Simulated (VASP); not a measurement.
BW2, 6 atoms in the cell. Symmetry: I4/mcm, No. 140, tetragonal system. Conventional cell: a = 5.541 Å, b = 5.541 Å, c = 4.753 Å, α = 90.00°, β = 90.00°, γ = 90.00°. Around B (site symmetry 422) lie 8 W at 2.38 Å and 2 B at 2.38 Å. W (site symmetry m2m) has 4 B at 2.38 Å and 3 W at 2.66 to 2.69 Å as nearest neighbours. 

| Quantity | Value |
| --- | --- |
| Program | VASP 6.6.1 |
| Task | relaxation of cell and atoms |
| Functional | PBEsol |
| Potentials or basis | VASP PAW PBE potentials, release 64 (B, W_sv) |
| Cutoff | 600 eV |
| k mesh | 10 × 10 × 10 |
| Occupations | methfessel-paxton, width 0.1 eV |
| Spin | no spin polarisation |
| Further INCAR settings | ALGO = Normal; EDIFF = 1e-07; IBRION = 2; EDIFFG = -0.005; NSW = 90; ISIF = 3 |

Potentials or basis: VASP PAW PBE potentials, release 64 (B, W_sv).

Command:

```console
$ cat potpaw_PBE.64/B/POTCAR potpaw_PBE.64/W_sv/POTCAR > POTCAR
$ mpirun -np 2 vasp_std > vasp.out
```

Hardware: 2 MPI ranks on Intel(R) Xeon(R) Platinum 8375C CPU @ 2.90GHz (Ice Lake), with other jobs on the host.

Problem. How long does it take, and how much memory?

Solution. It took 4.9 min on 2 MPI ranks on Intel(R) Xeon(R) Platinum 8375C CPU @ 2.90GHz (Ice Lake), on a shared host, peak memory 0.4 GiB a rank. Counts: scf iterations 27, k points 102, ion steps 3.
